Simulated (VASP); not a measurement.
Given:

```yaml
crystal:
  lattice:
    - [-2.11532, 2.11532, 2.11532]
    - [2.11532, -2.11532, 2.11532]
    - [2.11532, 2.11532, -2.11532]
  atoms:
    - { symbol: Na, position: [0.00000, 0.00000, 0.00000] }
```

Calculation: SCAN meta-GGA, VASP's PBE PAW potentials (set 64) (plane waves; VASP). Numerical set-up: 520 eV cut-off, 14×14×14 Γ-centred mesh, tetrahedra with Blöchl corrections, potentials Na_pv.

Question: What does the run give for the energy per atom (σ→0), band gap (over mesh and band path) with the smallest direct gap where there is one?

Answer: 
```json
{
  "band gap (over mesh and band path)": "none (metal, semimetal or under 0.01 eV)",
  "energy per atom (σ→0)": "-4208 meV/atom"
}
```

Only differences to runs with the same potentials and settings are physical.

The compound is Na in the bcc structure. It was relaxed first.
